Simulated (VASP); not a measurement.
OSZICAR of a VASP run on LaGa3Cu (space group I-4m2):

File OSZICAR:
```
       N       E                     dE             d eps       ncg     rms          rms(c)
DAV:   1     0.432978232965E+03    0.43298E+03   -0.19020E+04  2896   0.214E+03
DAV:   2     0.536658840069E+02   -0.37931E+03   -0.36250E+03  3272   0.464E+02
DAV:   3    -0.189711243757E+02   -0.72637E+02   -0.69135E+02  3516   0.194E+02
DAV:   4    -0.265207523554E+02   -0.75496E+01   -0.72661E+01  5000   0.549E+01
DAV:   5    -0.269167956381E+02   -0.39604E+00   -0.39338E+00  5220   0.118E+01    0.187E+01
DAV:   6    -0.313748457467E+02   -0.44581E+01   -0.22154E+02  4008   0.174E+02    0.162E+01
DAV:   7    -0.248843018910E+02    0.64905E+01   -0.46843E+01  3780   0.892E+01    0.637E+00
DAV:   8    -0.242945125108E+02    0.58979E+00   -0.58037E+00  4488   0.243E+01    0.396E+00
DAV:   9    -0.240808198206E+02    0.21369E+00   -0.72094E+00  5188   0.320E+01    0.327E+00
DAV:  10    -0.239504355476E+02    0.13038E+00   -0.15375E+00  5012   0.134E+01    0.126E+00
DAV:  11    -0.239303533112E+02    0.20082E-01   -0.19506E-01  4616   0.444E+00    0.355E-01
DAV:  12    -0.239294781459E+02    0.87517E-03   -0.24640E-02  4700   0.151E+00    0.915E-02
DAV:  13    -0.239294458277E+02    0.32318E-04   -0.19452E-03  4936   0.626E-01    0.462E-02
DAV:  14    -0.239294188899E+02    0.26938E-04   -0.35550E-04  5232   0.244E-01    0.167E-02
DAV:  15    -0.239294130928E+02    0.57971E-05   -0.13092E-04  4728   0.140E-01    0.805E-03
DAV:  16    -0.239294135644E+02   -0.47159E-06   -0.26474E-05  3892   0.491E-02    0.216E-03
DAV:  17    -0.239294137309E+02   -0.16648E-06   -0.21634E-06  3016   0.306E-02
   1 F= -.23929414E+02 E0= -.23903693E+02  d E =-.514423E-01
```

Which electronic solver shows in the log?

It is blocked Davidson (ALGO = Normal, or the opening steps of other solvers). The INCAR had ALGO = Normal.

Can the final energy be trusted as converged?

The run converged. It stopped with EDIFF = 1E-6, NELM = 100 (LDA (Ceperley-Alder, Perdew-Zunger), plane waves, VASP's LDA PAW potentials (set 64)).

The structure comes from a computed database's LaGa3Cu entry; how it stands against other phases isn't given here. The cell was not relaxed at this level, and its volume differs by -5.9 % from the start's. The k-mesh is coarse (spacing up to 0.30 per Å, 2π included), so the numbers may not be converged in it. The electron count is odd and the run is not spin-polarised, which forces a metal.
